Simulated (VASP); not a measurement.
## LiBe2: equation of state with PBE

LiBe2:

```
Li Be
1.0
     3.84391    0.00000    0.00000
    -1.92196    3.32893    0.00000
     0.00000    0.00000    2.19863
Li Be
1 2
Direct
  0.00000 0.00000 0.00000
  0.66667 0.33333 0.70984
  0.33333 0.66667 0.29016
```

The cell was built by a generator and needn't be a form met in nature.

```json
{
  "Program": "VASP 6.6.1",
  "Task": "equation of state",
  "Functional": "PBE",
  "Potentials or basis": "VASP PAW PBE potentials, release 64 (Li_sv, Be)",
  "Cutoff": "520 eV",
  "k mesh": "8 × 8 × 12",
  "Occupations": "fermi-dirac, width 0.05 eV",
  "Spin": "no spin polarisation",
  "Further INCAR settings": "ALGO = Normal; EDIFF = 1e-07; NBANDS = 10"
}
```

```json
{
 "Equilibrium volume": "9.39 Å³/atom",
 "Bulk modulus at fixed shape and positions": "77 GPa",
 "Pressure derivative of the bulk modulus": "3.4"
}
```

Energy against volume, from the lowest point:
```csv
volume (Å³/atom),energy (meV/atom)
8.815,9.38
9.003,4.16
9.190,1.09
9.378,0.00
9.566,0.71
9.753,3.09
9.941,6.97
```

All runs of the series together: 2.8 min on 1 thread of Intel(R) Xeon(R) Platinum 8488C (Sapphire Rapids), with other jobs on the host.

Caveat: the cutoff is under 1.25 times the usual one of these potentials, so pressure, stress and relaxed cells hold a basis-set (Pulay) error; the cell was scaled at fixed shape and fractional positions, which overstates the stiffness of a crystal with free parameters, most of all of layers and chains.
